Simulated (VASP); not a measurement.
```
Sb
1.0
    3.31015     0.00000     0.00000
   -1.65508     2.86668     0.00000
    0.00000     0.00000     5.48427
Sb
2
Direct
  0.33333   0.66667   0.25000
  0.66667   0.33333   0.75000
```

Calculation: PBEsol GGA, VASP's PBE PAW potentials (set 64) (plane waves; VASP). Numerical set-up: 400 eV cut-off, Gaussian smearing of 0.050 eV, potentials Sb.

Unless said otherwise, spin-orbit coupling is left out, though it shifts the bands of the heavy elements here.

Task: What does the run give for the band gap (along the path) with the smallest direct gap where there is one?

Result: 
| Item | Value |
|---|---|
| band gap (along the path) | none (metal, semimetal or under 0.01 eV) |

Only differences to runs with the same potentials and settings are physical.

The structure comes from a measured Sb entry (P6_3/mmc) of the Crystallography Open Database, whose conditions weren't checked. It was relaxed first.
